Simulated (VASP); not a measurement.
```xyz
1
Lattice="3.0676 0.0000 0.0000 0.0000 3.0676 0.0000 0.0000 0.0000 3.0676" Properties=species:S:1:pos:R:3 pbc="T T T"
Sb     0.0000     0.0000     0.0000
```

All values below come from PBEsol GGA, VASP's PBE PAW potentials (set 64) (plane waves; VASP 6.6.1). Settings: 400 eV cut-off, 11×11×11 Γ-centred mesh, first-order Methfessel-Paxton smearing of 0.10 eV, potentials Sb.

Unless said otherwise, spin-orbit coupling is left out, though it shifts the bands of the heavy elements here.

What does the run give for the energy per atom (σ→0), band gap (on the k-mesh) with the smallest direct gap where there is one?

| Property | Result |
|---|---|
| band gap (on the k-mesh) | none (metal, semimetal or under 0.01 eV) |
| energy per atom (σ→0) | -4.513 eV/atom |

Total energies compare only between runs with the same potentials, cut-off and functional.

The structure was generated: Sb was put into the simple-cubic type (Pm-3m), which need not be its known phase. It was relaxed first, which changed the volume by -6 %. The start is the result of an earlier pass.
